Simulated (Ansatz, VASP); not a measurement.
## Sc: VASP beside Ansatz

Aim: how closely do two programs agree when they are given the same cell, functional and k mesh? The cell is taken from a series of runs on this material, whose earlier steps may have relaxed, scaled, displaced or heated it; both programs get it as it stands.

Calculated with Ansatz 0.2.0; plane waves, with VASP 6.6.1 beside it; zone-centre phonons at PBEsol.

**1. Starting point**

The structure is hexagonal, space group P6_3/mmc (No. 194). Conventional cell: a = 3.271 Å, b = 3.271 Å, c = 5.131 Å, α = 90.00°, β = 90.00°, γ = 120.00°. Nearest to Sc lie 12 Sc at 3.19 to 3.27 Å.

**2. Ansatz: zone-centre phonons, PBEsol, pair 1**

Ansatz runs on its PAW soft_1 files.

Second derivatives magnify differences that forces hide, and they need a tight electronic threshold.

Input file input.yaml:

```yaml
crystal:
  lattice:
    - [3.2711328624, 0.0, 0.0]
    - [-1.6355664312, 2.832884158, 0.0]
    - [0.0, 0.0, 5.1311548666]
  atoms:
    - { symbol: Sc, position: [0.3333332469, 0.6666667531, 0.25] }
    - { symbol: Sc, position: [0.6666667531, 0.3333332469, 0.75] }
kpoints:
  mp_grid: { grid: [15, 15, 8] }
hamiltonian:
  xc: pbesol
  pseudopotentials: { kind: paw, azcp: { folder: soft_1 }, xc_functional: pbe }
scf:
  occupations: { method: methfessel_paxton, width: 0.2 }
output:
  eigenvalues: true
phonons:
  method: dfpt
```

The run is started by

```
$ ansatz run input.yaml --threads 4 --pin off --max-ram 10240MiB --backend cpu --events-out ev --progress --plain --runs-dir out
```

Numbers of over 12 decimals in the logs are rounded to 6 here.

Log:

```text
zone centre: on kpoints.mp_grid the ground state, and the responses unless they are solved on pairs of k-points, stand on 320 of the mesh's 1800 k-points, reduced under 4 symmetry operations, with k and −k counted as one. Each operation leaves every solved displacement unchanged or reverses it
Engine: ansatz 0.2.0, x86_64-unknown-linux-gnu
Pseudopotentials: kind: paw
Pseudopotential: Sc, paw, valence charge 11, recommended cutoff 420 eV (normal), soft_1/Sc.paw.azcp
Functional definition: PBEsol
  exchange = pbesol_x
  correlation = pbesol_c
Crystal: 2 atoms, lattice volume = 47.549 Å³
Basis set: ecut = 420 eV, 953 PW (Γ), exchange–correlation on 48×48×72 points (8 copies of the dense FFT grid, shifted against one another)
Bands: 15, of which v1, the nominal top of the filled ones, is band 11 counted from 1 (10 counted from 0)
Symmetry: 24 space group operations
k-points: 320 of 1800 (irreducible under 4 space group operations, time reversal used)
Non-local potential: Sc, projectors of the file, l = 0: 3, l = 1: 2, l = 2: 3, l = 3: 1
PAW form: soft (Blöchl's): semilocal exchange-correlation on the pseudo side does not see the compensation charge
PAW frozen core: Sc, regenerated for the run's functional, and the local potential with it (the file was generated under x = pbe(κ = 0.804, μ = 0.219515), c = pbe(β = 0.066725))
PAW one-centre angular grid: Sc, 590 points (default); XC on 64 Gauss nodes
Initial density: superposition of atomic densities (chi_scale 0.1, normalization cell)
Initial wavefunctions: pseudopotential atomic-orbital guess
Functional: x = pbesol(κ = 0.804, μ = 0.123457), c = pbesol(β = 0.046)
SCF iter   1: F=—  HF=-4222.887496 eV  |F-HF|=—  |Δ(HF+E_count)|=         —  Δρ=2.58e-2  dr2=4.07e-1  ethr=3.10e-3  ⟨swp⟩=3.1  Hψ=17482  notcnv=0
preconditioner: auto → none  [metal: Δε(μ)=0.014 eV  Ē_g=2.728 eV  σ=0.200 eV  W_gap=0.06  n_scr=8 (ndim 8)  ℏωp=13.2 eV  f_vac=0.000  D(μ)=4.07/eV (n_scr^D=42)  sad-step TF]
SCF iter   2: F=—  HF=-4222.789501 eV  |F-HF|=—  |Δ(HF+E_count)|=   9.80e-2  S|Δr|=    0.00e0  Δρ=1.47e-2  dr2=1.44e-1  ethr=1.85e-3  ⟨swp⟩=2.0  Hψ=8385  notcnv=0  defer=1
SCF iter   3: F=—  HF=-4222.741502 eV  |F-HF|=—  |Δ(HF+E_count)|=   4.80e-2  S|Δr|=    0.00e0  Δρ=1.07e-3  dr2=3.13e-4  ethr=6.54e-4  ⟨swp⟩=3.0  Hψ=9105  notcnv=0  defer=1
SCF iter   4: F=—  HF=-4222.741809 eV  |F-HF|=—  |Δ(HF+E_count)|=   3.07e-4  S|Δr|=    0.00e0  Δρ=6.80e-5  dr2=1.02e-6  ethr=1.42e-6  ⟨swp⟩=2.5  Hψ=8452  notcnv=0  defer=1
SCF iter   5: F=—  HF=-4222.741816 eV  |F-HF|=—  |Δ(HF+E_count)|=   6.45e-6  S|Δr|=    0.00e0  Δρ=1.77e-5  dr2=1.38e-7  ethr=4.65e-9  ⟨swp⟩=2.8  Hψ=8820  notcnv=0  defer=1
SCF iter   6: F=—  HF=-4222.741816 eV  |F-HF|=—  |Δ(HF+E_count)|=   4.96e-8  S|Δr|=    0.00e0  Δρ=1.17e-6  dr2=3.77e-10  ethr=6.28e-10  ⟨swp⟩=2.5  Hψ=8308  notcnv=0  defer=1
SCF iter   7: F=—  HF=-4222.741816 eV  |F-HF|=—  |Δ(HF+E_count)|=  1.46e-10  S|Δr|=    0.00e0  Δρ=3.62e-7  dr2=6.02e-11  ethr=1.00e-12  ⟨swp⟩=5.0  Hψ=18234  notcnv=0
SCF iter   8: F=-4222.741816 eV  HF=-4222.741816 eV  |F-HF|=0.00e0  |Δ(HF+E_count)|=  1.55e-11  S|Δr|=    0.00e0  Δρ=1.69e-8  dr2=8.67e-14  ethr=1.00e-12  ⟨swp⟩=4.7  Hψ=17460  notcnv=0
SCF 1 converged in 8 iterations: F = -4222.741816 eV  dr2 = 8.67e-14
  greatest PAW one-centre occupation: 0.998 electrons in one spin orbital (limit 2), on the Sc atom at site 1 (counted from 0), in its partial waves of l = 0
DFPT response loops at Γ: preconditioner auto → Kerker (q_TF=auto, 2.399 Å⁻¹) (partly filled bands, converged f_vac=0.000); β = 1.00, the filter's whole step (`scf.mixing.beta` (0.50) is not read by the response loops under this deck's `scf.mixing.preconditioner`; to damp them name `kerker` or `kerker_dos`, under which they read `scf.mixing.beta`, and type it under 1.00, their step now; both keys bind the ground state too); Broyden in place of MSR1
SCF converged after 8 iterations
Stability not checked: this state was not tested for a lower state beside it, because cold or Methfessel-Paxton smearing, or corrected tetrahedra, fill the levels in a way that the test cannot read (fill_not_monotonic; see scf.lower_state_search)
Free energy (F): -4222.741816 eV
Harris-Foulkes:  -4222.741816 eV  (|F-HF|=0.00e0)
Internal energy: -4222.737273 eV  (E = F + TS)
E sigma→0 (E₀):  -4222.740680 eV
Entropy (-TS):   -0.004543 eV (-2.272 meV/atom)
Fermi energy:    9.428986 eV
--- Per-component energies (eV) ---
  E_band       = -330.006016
  E_kinetic    = 413.238256
  E_local      = -1666.263511  (includes V_loc(G=0)·N_el)
  E_nonlocal   = 288.716861
  E_hartree    = 594.361318
  E_xc         = -169.001859
  E_vxc        = -208.603659  (∫ρ·V_xc dr)
  E_paw        = -1934.386371  (= ΣΔE_a)
  E_vpaw       = -345.816686  (= ΣTr[D̂ρ^β])
  E_aug_tail   = 0.000080  (compensation charges beyond the density's cutoff)
  E_ewald      = -1749.660096
  E_core_change = 0.258050  (= ΣΔE_core)
  E_smearing   = -0.004543  (= −TS)
  E_closure    = 0.000000  (closes the sum)
  Σ components = -4222.741816   (vs F -4222.741816, Δ=0.00e0)
--- Band table (eV; the first three rows and the last of 320) ---
  k-point 0: bands = [... 7 lower, -18.1375, 4.2338, 7.7272, 10.0758, 11.0695, 11.0695, 11.2975, 11.5331]
  k-point 1: bands = [... 7 lower, -18.1570, 4.3422, 7.5852, 10.0252, 11.0155, 11.0155, 11.2238, 11.4662]
  k-point 2: bands = [... 7 lower, -18.1771, 4.6597, 7.1538, 10.0012, 10.9388, 10.9388, 11.0172, 11.3059]
  k-point 319: bands = [... 7 lower, -18.2304, 8.0275, 8.0275, 9.5831, 9.5831, 10.2075, 10.2075, 11.7423]
--- Phonons (Γ-DFPT): 2 representative perturbations + reference, on 320 of 1800 k-points (Σ response iterations 6) ---
  k mesh reduced under 4 symmetry operations, with k and −k counted as one. Each operation leaves every solved displacement unchanged or reverses it
  ASR residual: 1.170e-5 → 0.000e0 eV/Å²; symmetrization residual: 2.196e-13 eV/Å²
  ASR residual per site (eV/Å²): 1.17e-5 1.17e-5
  Γ frequencies (cm⁻¹): 0.00 0.00 0.00 132.14 132.14 227.14
  non-analytic LO–TO correction: not included (Born effective charges unavailable; polar crystals: no LO–TO splitting at Γ)
```

**3. VASP: zone-centre phonons, PBEsol, pair 1**

The same cell, functional, mesh and smearing now go to VASP, with its own data sets.

Lines of VASP's logs that name or quote its potential files are left out, and so is its time.

Input file INCAR:

```
SYSTEM = Sc
PREC = Accurate
ENCUT = 500
EDIFF = 1E-08
NELM = 120
ISMEAR = 1
SIGMA = 0.2
LREAL = .FALSE.
ALGO = Normal
GGA = PS
NBANDS = 17
LASPH = .TRUE.
LORBIT = 11
LWAVE = .FALSE.
LCHARG = .FALSE.
ISIF = 2
IBRION = 8
GGA_COMPAT = .FALSE.
KPAR = 2
```

Input file POSCAR:

```
Sc
1.0
    3.2711328624      0.0000000000      0.0000000000
   -1.6355664312      2.8328841580      0.0000000000
    0.0000000000      0.0000000000      5.1311548666
Sc
2
Direct
    0.3333332469      0.6666667531      0.2500000000
    0.6666667531      0.3333332469      0.7500000000
```

Input file KPOINTS:

```
Automatic mesh
0
Gamma
15 15 8
0 0 0
```

Potentials, in the order of the species: Sc_sv (PBE family, release 64).

The run is started by

```
$ mpirun -np 2 vasp_std
```

Log:

```text
[banner, memory and clock lines left out]
running    2 mpi-ranks, on    1 nodes
 distrk:  each k-point on    1 cores,    2 groups
 distr:  one band on    1 cores,    1 groups

 POSCAR found type information on POSCAR Sc
 POSCAR found :  1 types and       2 ions
|                                                                             |
|               ----> ADVICE to this user running VASP <----                  |
|                                                                             |
|     You enforced a specific xc type in the INCAR file but a different       |
|     [... a line on the potential file left out ...]
|     I HOPE YOU KNOW WHAT YOU ARE DOING!                                     |
|                                                                             |

 LDA part: xc-table for (Slater+PW92), standard interpolation
 POSCAR, INCAR and KPOINTS ok, starting setup
 FFT: planning ... GRIDC
 FFT: planning ... GRID_SOFT
 FFT: planning ... GRID
 WAVECAR not read
 entering main loop
       N       E                     dE             d eps       ncg     rms          rms(c)
DAV:   1     0.350422649308E+03    0.35042E+03   -0.10939E+04  4614   0.134E+03
DAV:   2     0.490211088866E+01   -0.34552E+03   -0.33967E+03  5750   0.573E+02
DAV:   3    -0.144030010266E+02   -0.19305E+02   -0.18561E+02  7616   0.161E+02
DAV:   4    -0.147061852535E+02   -0.30318E+00   -0.30072E+00  6598   0.192E+01
DAV:   5    -0.147106287048E+02   -0.44435E-02   -0.44413E-02  7872   0.236E+00    0.819E+00
DAV:   6    -0.133969348019E+02    0.13137E+01   -0.29574E+00  5925   0.201E+01    0.244E+00
DAV:   7    -0.132231020976E+02    0.17383E+00   -0.75064E-01  6061   0.922E+00    0.837E-01
DAV:   8    -0.132115865141E+02    0.11516E-01   -0.28972E-02  6243   0.228E+00    0.249E-01
DAV:   9    -0.132101269570E+02    0.14596E-02   -0.76077E-03  6304   0.953E-01    0.173E-02
DAV:  10    -0.132101445873E+02   -0.17630E-04   -0.98431E-05  7430   0.142E-01    0.735E-03
DAV:  11    -0.132101419108E+02    0.26765E-05   -0.26510E-06  7100   0.188E-02    0.191E-03
DAV:  12    -0.132101433453E+02   -0.14344E-05   -0.35418E-07  7551   0.578E-03    0.875E-04
DAV:  13    -0.132101430015E+02    0.34379E-06   -0.22083E-08  4913   0.175E-03    0.824E-05
DAV:  14    -0.132101430293E+02   -0.27805E-07   -0.18192E-09  3880   0.999E-04    0.388E-05
DAV:  15    -0.132101430357E+02   -0.63987E-08   -0.71373E-10  3466   0.461E-04
   1 F= -.13210143E+02 E0= -.13208647E+02  d E =-.448770E-02
 Linear response reoptimize wavefunctions to high precision
DAV:   1    -0.132101430396E+02   -0.39358E-08   -0.32347E-10  3747   0.430E-04
DAV:   2    -0.132101430397E+02   -0.45475E-10   -0.15763E-10  3308   0.228E-04
 Linear response DOF=           2
 Linear response progress:
  Degree of freedom:   1/  2
       N       E                     dE             d eps       ncg     rms          rms(c)
 HAMIL_LR internal error: the vector H(1)-e(1) S(1) |phi(0)> is not orthogonal t
 o |phi(0)>         234          16  1.019755012161561E-004
 HAMIL_LR internal error: the vector H(1)-e(1) S(1) |phi(0)> is not orthogonal t
 o |phi(0)>         234          17  1.093729294689566E-004
 HAMIL_LR internal error: the vector H(1)-e(1) S(1) |phi(0)> is not orthogonal t
 o |phi(0)>         320          17  1.303216537488217E-004
RMM:   1    -0.742835889109E+00   -0.74284E+00   -0.65929E+01 19362   0.216E+02
 HAMIL_LR internal error: the vector H(1)-e(1) S(1) |phi(0)> is not orthogonal t
 o |phi(0)>         234          16  1.019755012161561E-004
 HAMIL_LR internal error: the vector H(1)-e(1) S(1) |phi(0)> is not orthogonal t
 o |phi(0)>         234          17  1.093729294689566E-004
 HAMIL_LR internal error: the vector H(1)-e(1) S(1) |phi(0)> is not orthogonal t
 o |phi(0)>         320          17  1.303216537488217E-004
RMM:   2    -0.739617961935E+00    0.32179E-02   -0.14037E-01 28161   0.451E+00    0.119E-01
 HAMIL_LR internal error: the vector H(1)-e(1) S(1) |phi(0)> is not orthogonal t
 o |phi(0)>         234          16  1.031728197620208E-004
 HAMIL_LR internal error: the vector H(1)-e(1) S(1) |phi(0)> is not orthogonal t
 o |phi(0)>         234          17  1.106570702508192E-004
 HAMIL_LR internal error: the vector H(1)-e(1) S(1) |phi(0)> is not orthogonal t
 o |phi(0)>         320          17  1.318588803630449E-004
RMM:   3    -0.739103966405E+00    0.51400E-03   -0.13743E-02 33220   0.105E+00    0.393E-02
 HAMIL_LR internal error: the vector H(1)-e(1) S(1) |phi(0)> is not orthogonal t
 o |phi(0)>         234          16  1.035193550932290E-004
 HAMIL_LR internal error: the vector H(1)-e(1) S(1) |phi(0)> is not orthogonal t
 o |phi(0)>         234          17  1.110305307074344E-004
 HAMIL_LR internal error: the vector H(1)-e(1) S(1) |phi(0)> is not orthogonal t
 o |phi(0)>         320          17  1.323027417766687E-004
[...]
o |phi(0)>         320          17  1.322976934355902E-004
RMM:  16    -0.738174682565E+00   -0.92608E-07   -0.69199E-07 43569   0.421E-03    0.475E-06
 HAMIL_LR internal error: the vector H(1)-e(1) S(1) |phi(0)> is not orthogonal t
 o |phi(0)>         234          16  1.035151406100221E-004
 HAMIL_LR internal error: the vector H(1)-e(1) S(1) |phi(0)> is not orthogonal t
 o |phi(0)>         234          17  1.110251575569821E-004
[...]
o |phi(0)>         234          16  1.035150844833632E-004
 HAMIL_LR internal error: the vector H(1)-e(1) S(1) |phi(0)> is not orthogonal t
 o |phi(0)>         234          17  1.110250977468530E-004
 HAMIL_LR internal error: the vector H(1)-e(1) S(1) |phi(0)> is not orthogonal t
 o |phi(0)>         320          17  1.322976034862089E-004
RMM:  22    -0.738174764773E+00   -0.51121E-08   -0.30728E-07 47489   0.419E-03    0.510E-07
 HAMIL_LR internal error: the vector H(1)-e(1) S(1) |phi(0)> is not orthogonal t
 o |phi(0)>         234          16  1.035150832948695E-004
 HAMIL_LR internal error: the vector H(1)-e(1) S(1) |phi(0)> is not orthogonal t
 o |phi(0)>         234          17  1.110250964848902E-004
 HAMIL_LR internal error: the vector H(1)-e(1) S(1) |phi(0)> is not orthogonal t
 o |phi(0)>         320          17  1.322976019719757E-004
RMM:  23    -0.738174769775E+00   -0.50011E-08   -0.29200E-07 47629   0.420E-03    0.552E-07
 HAMIL_LR internal error: the vector H(1)-e(1) S(1) |phi(0)> is not orthogonal t
 o |phi(0)>         234          16  1.035150830138720E-004
 HAMIL_LR internal error: the vector H(1)-e(1) S(1) |phi(0)> is not orthogonal t
 o |phi(0)>         234          17  1.110250961913750E-004
 HAMIL_LR internal error: the vector H(1)-e(1) S(1) |phi(0)> is not orthogonal t
 o |phi(0)>         320          17  1.322976016098210E-004
RMM:  24    -0.738174770873E+00   -0.10979E-08   -0.28125E-07 48188   0.419E-03    0.682E-07
 HAMIL_LR internal error: the vector H(1)-e(1) S(1) |phi(0)> is not orthogonal t
 o |phi(0)>         234          16  1.035150790797967E-004
 HAMIL_LR internal error: the vector H(1)-e(1) S(1) |phi(0)> is not orthogonal t
 o |phi(0)>         234          17  1.110250919979378E-004
 HAMIL_LR internal error: the vector H(1)-e(1) S(1) |phi(0)> is not orthogonal t
 o |phi(0)>         320          17  1.322975966107087E-004
RMM:  25    -0.738174772854E+00   -0.19819E-08   -0.27544E-07 48561   0.420E-03    0.340E-07
 HAMIL_LR internal error: the vector H(1)-e(1) S(1) |phi(0)> is not orthogonal t
 o |phi(0)>         234          16  1.035150774060245E-004
 HAMIL_LR internal error: the vector H(1)-e(1) S(1) |phi(0)> is not orthogonal t
 o |phi(0)>         234          17  1.110250902130183E-004
 HAMIL_LR internal error: the vector H(1)-e(1) S(1) |phi(0)> is not orthogonal t
 o |phi(0)>         320          17  1.322975944964000E-004
RMM:  26    -0.738174771629E+00    0.12257E-08   -0.26758E-07 49124   0.420E-03    0.190E-07
 HAMIL_LR internal error: the vector H(1)-e(1) S(1) |phi(0)> is not orthogonal t
 o |phi(0)>         234          16  1.035150751252933E-004
 HAMIL_LR internal error: the vector H(1)-e(1) S(1) |phi(0)> is not orthogonal t
 o |phi(0)>         234          17  1.110250877857377E-004
 HAMIL_LR internal error: the vector H(1)-e(1) S(1) |phi(0)> is not orthogonal t
 o |phi(0)>         320          17  1.322975915986069E-004
RMM:  27    -0.738174773306E+00   -0.16773E-08   -0.26296E-07 49300   0.420E-03    0.136E-07
 HAMIL_LR internal error: the vector H(1)-e(1) S(1) |phi(0)> is not orthogonal t
 o |phi(0)>         234          16  1.035150752564107E-004
 HAMIL_LR internal error: the vector H(1)-e(1) S(1) |phi(0)> is not orthogonal t
 o |phi(0)>         234          17  1.110250879306773E-004
 HAMIL_LR internal error: the vector H(1)-e(1) S(1) |phi(0)> is not orthogonal t
 o |phi(0)>         320          17  1.322975917598113E-004
RMM:  28    -0.738174773533E+00   -0.22717E-09   -0.25769E-07 49743   0.420E-03    0.106E-07
 HAMIL_LR internal error: the vector H(1)-e(1) S(1) |phi(0)> is not orthogonal t
 o |phi(0)>         234          16  1.035150751067526E-004
 HAMIL_LR internal error: the vector H(1)-e(1) S(1) |phi(0)> is not orthogonal t
 o |phi(0)>         234          17  1.110250877763008E-004
 HAMIL_LR internal error: the vector H(1)-e(1) S(1) |phi(0)> is not orthogonal t
 o |phi(0)>         320          17  1.322975915650781E-004
RMM:  29    -0.738174773637E+00   -0.10367E-09   -0.26052E-07 49940   0.420E-03    0.822E-08
 first order change of Fermi-energy  -0.58682E-05
 force on displaced ion       1 direction 1 :  -1.461  -0.001   0.000
 Linear response progress:
  Degree of freedom:   2/  2
       N       E                     dE             d eps       ncg     rms          rms(c)
RMM:   1    -0.810364530760E+00   -0.81036E+00   -0.66506E+01  6624   0.218E+02
RMM:   2    -0.808293716682E+00    0.20708E-02   -0.14795E-01  9643   0.458E+00    0.136E-01
RMM:   3    -0.808679324977E+00   -0.38561E-03   -0.11498E-02 11030   0.102E+00    0.488E-02
RMM:   4    -0.807663482654E+00    0.10158E-02   -0.14027E-03 12058   0.298E-01    0.162E-02
RMM:   5    -0.807521410718E+00    0.14207E-03   -0.18593E-04 13695   0.899E-02    0.131E-02
RMM:   6    -0.807483058674E+00    0.38352E-04   -0.39268E-05 11975   0.366E-02    0.796E-03
RMM:   7    -0.807453147227E+00    0.29911E-04   -0.14163E-05 14068   0.246E-02    0.222E-03
RMM:   8    -0.807474711630E+00   -0.21564E-04   -0.79126E-06 13186   0.118E-02    0.674E-04
RMM:   9    -0.807486605108E+00   -0.11893E-04   -0.51316E-06 13674   0.709E-03    0.288E-04
RMM:  10    -0.807492995655E+00   -0.63905E-05   -0.33595E-06 13259   0.535E-03    0.163E-04
RMM:  11    -0.807499941951E+00   -0.69463E-05   -0.26259E-06 13098   0.499E-03    0.294E-05
RMM:  12    -0.807499118357E+00    0.82359E-06   -0.16609E-06 13555   0.477E-03    0.171E-05
RMM:  13    -0.807499070823E+00    0.47533E-07   -0.12589E-06 13578   0.476E-03    0.104E-05
RMM:  14    -0.807499334512E+00   -0.26369E-06   -0.10827E-06 14183   0.476E-03    0.307E-06
[...]
RMM:  22    -0.807499321316E+00    0.40265E-09   -0.23362E-07 15928   0.477E-03    0.319E-07
RMM:  23    -0.807499318941E+00    0.23750E-08   -0.22726E-07 15618   0.478E-03    0.328E-07
RMM:  24    -0.807499316799E+00    0.21415E-08   -0.19738E-07 16079   0.478E-03    0.455E-07
RMM:  25    -0.807499313860E+00    0.29396E-08   -0.18217E-07 15873   0.479E-03    0.495E-07
RMM:  26    -0.807499312263E+00    0.15965E-08   -0.16760E-07 16281   0.478E-03    0.586E-07
RMM:  27    -0.807499310848E+00    0.14153E-08   -0.15675E-07 16145   0.479E-03    0.550E-07
RMM:  28    -0.807499308678E+00    0.21701E-08   -0.15186E-07 16531   0.478E-03    0.595E-07
RMM:  29    -0.807499306421E+00    0.22573E-08   -0.14561E-07 16372   0.479E-03    0.623E-07
 first order change of Fermi-energy   0.84169E-04
 force on displaced ion       1 direction 3 :  -0.000  -0.000  -4.270
 Linear response finished
```

(Continued in part 2 of 2.)

[Lines on the potential files, build, host, timing and source positions are cut from VASP's logs without a mark.]

[Logs are printed without paths, hosts, clocks, repeated set-up lines and the standing remarks that a program may print on its own settings, such as how far it seeks lower states.]

[Hosts, paths, dates, database ids (printed as entryN), source tags and the programs' standing remarks are cut or masked in the printed files.]
